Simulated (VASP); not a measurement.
# A VASP study of AlBAs2 (LAK): structure first, properties next, part 2 of 5

Wanted: the relaxed cell of AlBAs2 and its properties. The cell is invented: it takes the structure of COD entry 9008833, BAs (space group 216 there), with some of its atoms replaced by other elements, volume scaled by an estimate. It may not be a known or stable phase. Left out of this account: 1 further run (core levels: core levels are not valid at this level).

VASP 6.6.1; LAK; plane waves and PAW (As, Al, B); invented cell.

So far, gap on the k-mesh (eV): step 2 (rough relaxation of the start cell) 1.25. The relaxed cell has a = 3.709, c = 5.441 Å (conventional setting).

### Step 3. Relaxing cell and atoms (LAK)

Properties are meant for the cell that this level of theory prefers, so cell and atoms are relaxed first (ISIF = 3) until forces and stress are small; EDIFFG sets the threshold.

Input file INCAR:

```
SYSTEM = AlBAs2
PREC = Accurate
ENCUT = 420
EDIFF = 1E-06
NELM = 100
ISMEAR = -1
SIGMA = 0.05
LREAL = .FALSE.
ALGO = Normal
METAGGA = LAK
LASPH = .TRUE.
NBANDS = 14
LORBIT = 11
LWAVE = .FALSE.
LCHARG = .FALSE.
KPAR = 2
IBRION = 2
NSW = 60
ISIF = 3
EDIFFG = -0.01
```

Input file POSCAR:

```
AlBAs2
1.0
    3.7090673400      0.0000000000      0.0000000000
    0.0000000000      3.7090673400      0.0000000000
    0.0000000000      0.0000000000      5.4407252730
As Al B
2 1 1
Direct
    0.0000000000      0.5000000000      0.2863279209
    0.5000000000      0.0000000000      0.7136720791
    0.0000000000      0.0000000000      0.0000000000
    0.5000000000      0.5000000000      0.5000000000
```

Input file KPOINTS:

```
Automatic mesh
0
Gamma
7 7 5
0 0 0
```

PAW data sets: As, Al and B (PBE family, release 64).

The run is started by

```console
$ mpirun -np 2 vasp_std
```

The log of the run:

```text
[banner, memory and clock lines left out]
running    2 mpi-ranks, on    1 nodes
 distrk:  each k-point on    1 cores,    2 groups
 distr:  one band on    1 cores,    1 groups

 POSCAR found type information on POSCAR AsAlB
 POSCAR found :  3 types and       4 ions
 [... a notice as in an earlier step ...]

 LDA part: xc-table for (None), standard interpolation
 POSCAR, INCAR and KPOINTS ok, starting setup
 FFT: planning ... GRIDC
 FFT: planning ... GRID_SOFT
 FFT: planning ... GRID
 WAVECAR not read
 entering main loop
       N       E                     dE             d eps       ncg     rms          rms(c)
DAV:   1     0.647751149176E+02    0.64775E+02   -0.53492E+03   848   0.777E+02
DAV:   2     0.132177697202E+02   -0.51557E+02   -0.47365E+02  1166   0.131E+02
DAV:   3     0.105277253849E+02   -0.26900E+01   -0.26441E+01  1122   0.305E+01
DAV:   4     0.105040354634E+02   -0.23690E-01   -0.23684E-01   930   0.323E+00
DAV:   5     0.105037318010E+02   -0.30366E-03   -0.30365E-03  1124   0.389E-01    0.636E+00
DAV:   6     0.160224400550E+02    0.55187E+01   -0.17565E+00   858   0.864E+00    0.397E+00
DAV:   7     0.158957454668E+02   -0.12669E+00   -0.30210E-01  1086   0.408E+00    0.151E+00
DAV:   8     0.158805530354E+02   -0.15192E-01   -0.54658E-02   924   0.199E+00    0.457E-01
DAV:   9     0.158793207179E+02   -0.12323E-02   -0.50406E-03  1092   0.667E-01    0.147E-01
DAV:  10     0.158792108598E+02   -0.10986E-03   -0.57802E-04   918   0.213E-01    0.345E-02
DAV:  11     0.158791843174E+02   -0.26542E-04   -0.89303E-05  1104   0.700E-02    0.195E-02
DAV:  12     0.158791801838E+02   -0.41337E-05   -0.74891E-06   984   0.230E-02    0.105E-02
DAV:  13     0.158791789628E+02   -0.12210E-05   -0.40684E-06   948   0.168E-02    0.244E-03
DAV:  14     0.158791787713E+02   -0.19144E-06   -0.68747E-07   606   0.706E-03
   1 F= 0.15879179E+02 E0= 0.15879179E+02  d E =0.158792E+02
 curvature:   0.00 expect dE= 0.000E+00 dE for cont linesearch  0.000E+00
 trial: gam= 0.00000 g(F)=  0.193E-03 g(S)=  0.102E-02 ort = 0.000E+00 (trialstep = 0.100E+01)
 search vector abs. value=  0.121E-02
 bond charge predicted
       N       E                     dE             d eps       ncg     rms          rms(c)
DAV:   1     0.158785125387E+02   -0.66642E-03   -0.16968E-02   960   0.836E-01    0.940E-02
DAV:   2     0.158786294602E+02    0.11692E-03   -0.10718E-03  1032   0.267E-01    0.689E-02
DAV:   3     0.158786698189E+02    0.40359E-04   -0.18927E-04   972   0.873E-02    0.179E-02
DAV:   4     0.158786680049E+02   -0.18140E-05   -0.64859E-06  1074   0.206E-02    0.162E-02
DAV:   5     0.158786663772E+02   -0.16277E-05   -0.26689E-06   854   0.135E-02    0.926E-03
DAV:   6     0.158786654615E+02   -0.91570E-06   -0.56112E-07   498   0.626E-03
   2 F= 0.15878665E+02 E0= 0.15878666E+02  d E =-.513310E-03
[...]
3 F= 0.15878650E+02 E0= 0.15878650E+02  d E =-.528708E-03
 curvature:  -0.42 expect dE=-0.636E-04 dE for cont linesearch -0.581E-07
 trial: gam= 0.13576 g(F)=  0.150E-05 g(S)=  0.150E-03 ort =-0.130E-04 (trialstep = 0.971E+00)
 search vector abs. value=  0.171E-03
 bond charge predicted
       N       E                     dE             d eps       ncg     rms          rms(c)
DAV:   1     0.158785711227E+02   -0.78573E-04   -0.18576E-03   948   0.270E-01    0.242E-02
DAV:   2     0.158785820586E+02    0.10936E-04   -0.92556E-05  1032   0.748E-02    0.173E-02
DAV:   3     0.158785844127E+02    0.23541E-05   -0.13099E-05  1008   0.269E-02    0.472E-03
DAV:   4     0.158785845771E+02    0.16442E-06   -0.12140E-06   636   0.904E-03
   4 F= 0.15878585E+02 E0= 0.15878585E+02  d E =-.654863E-04
 trial-energy change:   -0.000065  1 .order   -0.000069   -0.000146    0.000008
 step:   0.9222(harm=  0.9222)  dis= 0.00009  next Energy=    15.878581 (dE=-0.691E-04)
 reached required accuracy - stopping structural energy minimisation
```

It took 2.5 min on 2 MPI ranks of AMD EPYC 7R43, shared host; peak memory 0.3 GiB.

Parts of OUTCAR (step 3):

```text
  LATTYP: Found a simple tetragonal cell.
 ALAT       =     3.7090673400
 C/A-ratio  =     1.4668715271

The static configuration has the point symmetry D_2d.

 Found     30 irreducible k-points:

   k-points           NKPTS =     30   k-points in BZ     NKDIM =     30   number of bands    NBANDS=     14

   dimension x,y,z NGX =    28 NGY =   28 NGZ =   36
   dimension x,y,z NGXF=    56 NGYF=   56 NGZF=   72

   ENCUT  =  420.0 eV  30.87 Ry    5.56 a.u.   6.20  6.20  9.09*2*pi/ulx,y,z

   NELECT =      16.0000    total number of electrons

 E-fermi :   5.5601

 k-point     1 :       0.0000    0.0000    0.0000
  band No.  band energies     occupation
    ...
      4       1.3675      2.00000
      5       1.3675      2.00000
      6       4.4741      2.00000
      7       4.9157      1.99999
      8       4.9157      1.99999
      9       6.1796      0.00001
     10       6.3276      0.00000
     11       8.6147      0.00000
     12       8.6147      0.00000
     13       8.6478      0.00000
    ...

 k-point     2 :       0.1429    0.0000    0.0000
  band No.  band energies     occupation
    ...
      4       0.5671      2.00000
      5       1.5101      2.00000
      6       3.4805      2.00000
      7       3.9736      2.00000
      8       4.8424      2.00000
      9       6.4135      0.00000
     10       7.6287      0.00000
     11       8.6285      0.00000
     12       8.7972      0.00000
     13       9.0536      0.00000
    ...

  Total       -0.0029286     -0.0029286     -0.0053035      0.0000000      0.0000000      0.0000000
  in kB       -0.0628627     -0.0628627     -0.1138415      0.0000000      0.0000000      0.0000000
  external PRESSURE =      -0.0798556 kB  Pullay stress =       0.0000000 kB

  energy-cutoff  :      420.00
  volume of cell :       74.64
      direct lattice vectors                 reciprocal lattice vectors
     3.700564122  0.000000000  0.000000000     0.270229070  0.000000000  0.000000000
     0.000000000  3.700564122  0.000000000     0.000000000  0.270229070 -0.000000000
    -0.000000000  0.000000000  5.450490576    -0.000000000  0.000000000  0.183469724

 POSITION                                       TOTAL-FORCE (eV/Angst)
 -----------------------------------------------------------------------------------
     -0.00000      1.85028      1.55869        -0.000000      0.000000      0.008037
      1.85028      3.70056      3.89180         0.000000     -0.000000     -0.008037
      0.00000      0.00000      0.00000        -0.000000     -0.000000      0.000000
      1.85028      1.85028      2.72525         0.000000      0.000000      0.000000
 -----------------------------------------------------------------------------------
    total drift:                                0.000000      0.000000      0.000000

  FREE ENERGIE OF THE ION-ELECTRON SYSTEM (eV)
  ---------------------------------------------------
  free  energy   TOTEN  =        15.8785845771 eV

  energy  without entropy=       15.8785846649  energy(sigma->0) =       15.87858462

 total charge
# of ion       s       p       d       tot
------------------------------------------
    1        1.146   1.657   0.049   2.853
    2        1.146   1.657   0.049   2.853
    3        0.422   0.434   0.000   0.856
    4        0.652   0.975   0.000   1.627
--------------------------------------------------
tot          3.366   4.724   0.099   8.188

[... 2 parts as in an earlier step ...]

[... 7 further parts left out ...]
```

CONTCAR:

```
AlBAs2
   1.00000000000000
     3.7005641217137022    0.0000000000000000    0.0000000000000000
     0.0000000000000000    3.7005641217137022    0.0000000000000000
    -0.0000000000000000    0.0000000000000000    5.4504905761153903
  As              Al              B
     2     1     1
Direct
     0.0000000000000000    0.5000000000000000    0.2859716470778267
     0.5000000000000000    1.0000000000000000    0.7140283529221734
     0.0000000000000000    0.0000000000000000    0.0000000000000000
     0.5000000000000000    0.5000000000000000    0.5000000000000000
```

Relaxation path:

| step | energy less that of the first step (eV) | largest force (eV/Å) | pressure (GPa) | volume (Å³) |
| --- | --- | --- | --- | --- |
| 1 | 0.0000 | 0.0447 | -0.26 | 74.85 |
| 2 | -0.0005 | 0.0126 | 0.16 | 74.52 |
| 3 | -0.0005 | 0.0039 | 0.09 | 74.57 |
| 4 | -0.0006 | 0.0080 | -0.01 | 74.64 |

```csv
"conventional cell, symmetrised",before,after,change
a (Å),3.709,3.701,-0.2 %
b (Å),3.709,3.701,-0.2 %
c (Å),5.441,5.450,+0.2 %
volume (Å³/atom),18.71,18.66,-0.3 %
```

Final coordinates:

```xyz
4
Lattice="3.7006 0.0000 0.0000 0.0000 3.7006 0.0000 0.0000 0.0000 5.4505" Properties=species:S:1:pos:R:3 pbc="T T T"
As    0.0000    1.8503    1.5587
As    1.8503    0.0000    3.8918
Al    0.0000    0.0000    0.0000
B     1.8503    1.8503    2.7252
```

This step gave:

```
irreducible k-points            : 30
free energy (TOTEN)             : 15.88 eV
Fermi energy                    : 5.560 eV
pressure                        : -0.007986 GPa
SCF cycles over all ionic steps : 28
gap on the k-mesh               : 1.264 eV
least direct gap on the k-mesh  : 1.264 eV
```

It ends with a largest force of 0.008 eV/Å and a pressure of -0.01 GPa.

### Step 4. Single point with fields (LAK)

A single point on the relaxed cell gives a clean self-consistent state, with density, ELF and potential written out.

INCAR: that of step 3 with these lines changed.

```diff
@@ -14,7 +14,5 @@
 LWAVE = .FALSE.
-LCHARG = .FALSE.
-KPAR = 2
-IBRION = 2
-NSW = 60
-ISIF = 3
-EDIFFG = -0.01
+LCHARG = .TRUE.
+ISIF = 2
+LELF = .TRUE.
+LVHAR = .TRUE.
```

Input file POSCAR:

```
AlBAs2
1.0
    3.7005641217      0.0000000000      0.0000000000
    0.0000000000      3.7005641217      0.0000000000
    0.0000000000      0.0000000000      5.4504905761
As Al B
2 1 1
Direct
    0.0000000000      0.5000000000      0.2859716471
    0.5000000000      0.0000000000      0.7140283529
    0.0000000000      0.0000000000      0.0000000000
    0.5000000000      0.5000000000      0.5000000000
```

KPOINTS is that of step 3.

The run is started by

```console
$ mpirun -np 2 vasp_std
```

The log of the run:

```text
[banner, memory and clock lines left out]
running    2 mpi-ranks, on    1 nodes
 distrk:  each k-point on    2 cores,    1 groups
 distr:  one band on    1 cores,    2 groups

 POSCAR found type information on POSCAR AsAlB
 POSCAR found :  3 types and       4 ions
 [... a notice as in an earlier step ...]

 LDA part: xc-table for (None), standard interpolation
 POSCAR, INCAR and KPOINTS ok, starting setup
 FFT: planning ... GRIDC
 FFT: planning ... GRID_SOFT
 FFT: planning ... GRID
 WAVECAR not read
 entering main loop
       N       E                     dE             d eps       ncg     rms          rms(c)
DAV:   1     0.674459123964E+02    0.67446E+02   -0.53704E+03   840   0.780E+02
DAV:   2     0.134719954733E+02   -0.53974E+02   -0.49151E+02  1068   0.134E+02
DAV:   3     0.105318164109E+02   -0.29402E+01   -0.29075E+01  1150   0.321E+01
DAV:   4     0.105041163796E+02   -0.27700E-01   -0.27694E-01   906   0.340E+00
DAV:   5     0.105037839100E+02   -0.33247E-03   -0.33246E-03  1140   0.400E-01    0.638E+00
DAV:   6     0.160230176400E+02    0.55192E+01   -0.17509E+00   870   0.865E+00    0.398E+00
DAV:   7     0.158954979249E+02   -0.12752E+00   -0.30299E-01  1068   0.409E+00    0.152E+00
DAV:   8     0.158800045521E+02   -0.15493E-01   -0.54960E-02   930   0.200E+00    0.457E-01
DAV:   9     0.158787722653E+02   -0.12323E-02   -0.49896E-03  1074   0.664E-01    0.147E-01
DAV:  10     0.158786550359E+02   -0.11723E-03   -0.58006E-04   906   0.215E-01    0.344E-02
DAV:  11     0.158786286556E+02   -0.26380E-04   -0.88675E-05  1086   0.695E-02    0.195E-02
DAV:  12     0.158786244461E+02   -0.42095E-05   -0.76713E-06   960   0.234E-02    0.106E-02
DAV:  13     0.158786232385E+02   -0.12076E-05   -0.39895E-06   990   0.166E-02    0.242E-03
DAV:  14     0.158786230766E+02   -0.16194E-06   -0.72090E-07   600   0.726E-03
   1 F= 0.15878623E+02 E0= 0.15878623E+02  d E =-.878769E-07
```

Wall time 64 s (2 MPI ranks); peak memory 0.24 GiB.

OUTCAR, selected parts (step 4):

```text
  LATTYP: Found a simple tetragonal cell.
 ALAT       =     3.7005641217
 C/A-ratio  =     1.4728809978

The static configuration has the point symmetry D_2d.

 Found     30 irreducible k-points:

   ENCUT  =  420.0 eV  30.87 Ry    5.56 a.u.   6.18  6.18  9.11*2*pi/ulx,y,z

   NELECT =      16.0000    total number of electrons

 E-fermi :   5.5601

 k-point     1 :       0.0000    0.0000    0.0000
  band No.  band energies     occupation
    ...
      4       1.3674      2.00000
      5       1.3674      2.00000
      6       4.4742      2.00000
      7       4.9157      1.99999
      8       4.9157      1.99999
      9       6.1797      0.00001
     10       6.3277      0.00000
     11       8.6146      0.00000
     12       8.6146      0.00000
     13       8.6479      0.00000
    ...

 k-point     2 :       0.1429    0.0000    0.0000
  band No.  band energies     occupation
    ...
      4       0.5671      2.00000
      5       1.5101      2.00000
      6       3.4806      2.00000
      7       3.9737      2.00000
      8       4.8425      2.00000
      9       6.4136      0.00000
     10       7.6287      0.00000
     11       8.6285      0.00000
     12       8.7971      0.00000
     13       9.0537      0.00000
    ...

  Total       -0.0045123     -0.0045123     -0.0046060      0.0000000     -0.0000000      0.0000000
  in kB       -0.0968578     -0.0968578     -0.0988686      0.0000000     -0.0000000      0.0000000
  external PRESSURE =      -0.0975280 kB  Pullay stress =       0.0000000 kB

  energy-cutoff  :      420.00
  volume of cell :       74.64
      direct lattice vectors                 reciprocal lattice vectors
     3.700564122  0.000000000  0.000000000     0.270229070  0.000000000  0.000000000
     0.000000000  3.700564122  0.000000000     0.000000000  0.270229070  0.000000000
     0.000000000  0.000000000  5.450490576     0.000000000  0.000000000  0.183469724

 POSITION                                       TOTAL-FORCE (eV/Angst)
 -----------------------------------------------------------------------------------
      0.00000      1.85028      1.55869        -0.000000     -0.000000      0.007689
      1.85028      0.00000      3.89180         0.000000     -0.000000     -0.007689
      0.00000      0.00000      0.00000         0.000000     -0.000000      0.000000
      1.85028      1.85028      2.72525         0.000000      0.000000      0.000000
 -----------------------------------------------------------------------------------
    total drift:                                0.000000      0.000000     -0.000000

  FREE ENERGIE OF THE ION-ELECTRON SYSTEM (eV)
  ---------------------------------------------------
  free  energy   TOTEN  =        15.8786230766 eV

  energy  without entropy=       15.8786231644  energy(sigma->0) =       15.87862312

[... 6 parts as in an earlier step ...]

[... 5 further parts left out ...]
```

Numbers from this step:

| Quantity | Value |
| --- | --- |
| SCF cycles | 14 |
| pressure | -0.009753 GPa |

Valence electrons inside each PAW sphere by angular momentum. Sphere charges, by row:

```csv
atom,s (e),p (e),d (e),tot (e)
As1,1.146,1.657,0.049,2.853
As2,1.146,1.657,0.049,2.853
Al3,0.422,0.434,0,0.856
B4,0.652,0.975,0,1.627
```

Valence density in the ac plane at fractional y = 0.000, with atoms of As and Al within 0.2 Å of it. It is the smooth field of the valence electrons, not physical close to the nuclei.

Values in e/Å³, 20 rows by 14 columns, each cell a mean:
```
 0.04  0.10  0.20  0.29  0.31  0.29  0.27  0.26  0.27  0.30  0.31  0.26  0.17  0.08
 0.12  0.18  0.29  0.39  0.43  0.44  0.43  0.43  0.44  0.44  0.43  0.37  0.26  0.16
 0.20  0.25  0.36  0.49  0.58  0.63  0.60  0.58  0.61  0.62  0.57  0.45  0.33  0.24
 0.21  0.26  0.37  0.54  0.68  0.67  0.48  0.41  0.54  0.69  0.66  0.48  0.34  0.24
 0.18  0.22  0.33  0.53  0.66  0.52  0.13 -0.03  0.24  0.59  0.65  0.46  0.30  0.21
 0.12  0.16  0.26  0.45  0.58  0.41 -0.06 -0.26  0.08  0.50  0.57  0.38  0.23  0.14
 0.08  0.11  0.19  0.35  0.51  0.48  0.21  0.08  0.30  0.52  0.48  0.29  0.16  0.10
 0.05  0.07  0.12  0.24  0.39  0.50  0.49  0.46  0.50  0.48  0.35  0.20  0.11  0.06
 0.04  0.05  0.08  0.15  0.24  0.36  0.45  0.47  0.43  0.33  0.22  0.12  0.07  0.04
 0.03  0.04  0.05  0.09  0.14  0.21  0.27  0.29  0.26  0.19  0.13  0.08  0.05  0.03
 0.03  0.03  0.04  0.05  0.07  0.10  0.12  0.13  0.12  0.09  0.07  0.05  0.04  0.03
 0.04  0.04  0.04  0.04  0.05  0.05  0.06  0.07  0.06  0.05  0.05  0.04  0.04  0.04
 0.07  0.06  0.05  0.04  0.04  0.03  0.03  0.03  0.03  0.03  0.04  0.05  0.06  0.06
 0.11  0.10  0.08  0.05  0.04  0.03  0.02  0.02  0.02  0.03  0.04  0.06  0.08  0.10
 0.15  0.14  0.11  0.07  0.05  0.03  0.02  0.02  0.02  0.03  0.05  0.08  0.11  0.14
 0.20  0.18  0.14  0.09  0.06  0.04  0.02  0.02  0.03  0.04  0.06  0.11  0.15  0.19
 0.20  0.19  0.16  0.11  0.07  0.04  0.03  0.03  0.03  0.05  0.08  0.12  0.17  0.19
 0.14  0.14  0.14  0.12  0.09  0.06  0.05  0.04  0.05  0.07  0.10  0.13  0.14  0.14
 0.05  0.07  0.11  0.14  0.13  0.10  0.08  0.08  0.09  0.11  0.13  0.13  0.10  0.06
 0.01  0.04  0.12  0.18  0.19  0.16  0.14  0.13  0.15  0.17  0.19  0.17  0.10  0.03
```
Columns run along a (3.7 Å), rows up along c (5.5 Å). Atoms in or near the plane, at fractional coordinates: As at (0.50, 0.71), Al at (0.00, 0.00).

Electrostatic potential energy in the ac plane at fractional y = 0.000, with atoms of As and Al within 0.2 Å of it. With pseudopotentials it is smooth inside the atoms' cores, unlike the true potential.

Ten even steps from '_' (-70 eV) to '@' (2 eV), each cell a mean:
```
____--##%%@@@@@@@@@@%%**::__
::--**%%@@@@%%%%%%@@%%%%++::
**##%%%%%%##**++**%%%%%%%%##
%%@@@@%%##==------++##@@@@%%
@@@@@@%%++--++**==--**@@@@@@
@@@@@@%%++--**%%++--**@@@@@@
@@@@@@%%**--==++----**@@@@@@
@@@@@@@@##++------++%%@@@@@@
@@@@@@@@@@%%##**##%%@@@@@@@@
@@@@@@@@@@@@@@%%@@@@@@@@@@@@
@@@@@@@@@@@@@@@@@@@@@@@@@@@@
@@@@@@@@@@@@@@@@@@@@@@@@@@@@
@@@@@@@@@@@@@@@@@@@@@@@@@@@@
@@@@@@@@@@@@@@@@@@@@@@@@@@@@
@@@@@@@@@@@@@@@@@@@@@@@@@@@@
@@@@@@@@@@@@@@@@@@@@@@@@@@@@
##%%%%@@@@@@@@@@@@@@@@@@%%##
--==##%%@@@@@@@@@@@@@@%%**==
____==##%%@@@@@@@@@@%%##--__
____::##%%@@@@@@@@@@%%**..__
```
Columns run along a (3.7 Å; values clipped at the 3rd and 97th percentile), rows up along c (5.5 Å). Atoms in or near the plane, at fractional coordinates: As at (0.50, 0.71), Al at (0.00, 0.00).

ELF in the ac plane at fractional y = 0.000, with atoms of As and Al within 0.2 Å of it. It is the smooth field of the valence electrons, not physical close to the nuclei.

Ten even steps from '0' (0.00) to '9' (0.95), each cell a mean:
```
02689877889851
14899988899983
36999988899995
47999976899986
46899854689985
24788743578873
13678755678752
01467777777531
00146777765310
00023566653100
00001233320000
00000011000000
00000000000000
11100000000011
32210000000123
44321000001234
33321000001233
11111100111111
00023322333100
00156654566410
```
Columns run along a (3.7 Å), rows up along c (5.5 Å). Atoms in or near the plane, at fractional coordinates: As at (0.50, 0.71), Al at (0.00, 0.00).

In this run the pressure is -0.01 GPa, small enough to go on.

[end of part 2 of 5]

[Lines on the potential files, build, host, timing and source positions are cut from VASP's logs without a mark.]

[Logs are printed without paths, hosts, clocks, repeated set-up lines and the standing remarks that a program may print on its own settings, such as how far it seeks lower states.]

[Hosts, paths, dates, database ids (printed as entryN), source tags and the programs' standing remarks are cut or masked in the printed files.]

[A measured line is paired with the nearest computed mode of its activity, which favours agreement.]
